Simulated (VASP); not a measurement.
Set up this calculation in VASP 6.6.1, as an ASE script.

| Item | Value |
| --- | --- |
| Task | single point |
| Functional | PBE |
| Potentials or basis | VASP PAW PBE potentials, release 64 (Pr, Na) |
| Cutoff | 500 eV |
| k mesh | 5 × 5 × 5 |
| Occupations | gaussian, width 0.05 eV |
| Spin | collinear spin, ferromagnetic start |
| Starting moments | [2.0, 2.0, 2.0, 0.0] μB |
| Further INCAR settings | ALGO = Normal; EDIFF = 1.00e-06 |

The structure of NaPr3 lies in POSCAR:

```
NaPr3
1.0
    5.2056350000      0.0000000000      0.0000000000
    0.0000000000      5.2056350000      0.0000000000
    0.0000000000      0.0000000000      5.2056350000
Pr Na
3 1
Direct
    0.5000000000      0.5000000000      0.0000000000
    0.0000000000      0.5000000000      0.5000000000
    0.5000000000      0.0000000000      0.5000000000
    0.0000000000      0.0000000000      0.0000000000
```

The cell comes from a database or a generator and needn't be the stable form of this composition.

The input as run:

run.py

```python
from ase.calculators.vasp import Vasp
from ase.dft.bandgap import bandgap
from ase.io import read

atoms = read('POSCAR')
atoms.set_initial_magnetic_moments([2.0, 2.0, 2.0, 0.0])
calc = Vasp(
    directory='calc',
    xc='lda',
    pp='PBE',
    setups='minimal',
    prec='Accurate',
    encut=500,
    ediff=1e-06,
    ismear=0,
    sigma=0.05,
    lreal=False,
    lasph=True,
    nelm=150,
    algo='Normal',
    isif=2,
    lwave=False,
    lcharg=False,
    ispin=2,
    lorbit=11,
    lmaxmix=6,
    kpts=[5, 5, 5],
    gamma=True,
)
atoms.calc = calc

print('energy (eV):', atoms.get_potential_energy())
print('free energy (eV):', atoms.get_potential_energy(force_consistent=True))
print('forces (eV/A):')
print(atoms.get_forces())
print('stress (eV/A^3, Voigt):', atoms.get_stress())
print('Fermi level (eV):', calc.get_fermi_level())
print('moment (muB):', atoms.get_magnetic_moment())
print('site moments (muB):', atoms.get_magnetic_moments())
gap, top, bottom = bandgap(calc)
print('band gap (eV):', gap, 'from (spin, k, band)', top, 'to', bottom)
```

Potentials or basis: VASP PAW PBE potentials, release 64 (Pr, Na).

The run is started by

```sh
$ python run.py
```

It gave:

```json
{"Pressure": "0.1 GPa", "Net moment": "9.07 μB per cell", "Site moments": "Pr +2.36; Na +0.00 μB", "Valence electrons inside the program's atomic spheres": "Pr 10.03; Na 0.18"}
```

Caveat: ASE's xc='lda' writes no GGA tag, so the PBE potentials set the functional and the run is PBE; the magnetic or orbital state may not be the lowest; the bands computed are all filled at some k points, so no gap is given; spin-orbit coupling is left out, which moves the levels of the heavy elements; without U or exact exchange the open f shell lies at the Fermi level, which spoils levels, moments and volumes.

Wall time 6 min on 1 thread of Intel(R) Xeon(R) 6975P-C (Granite Rapids) (shared host), peak memory 0.29 GiB.
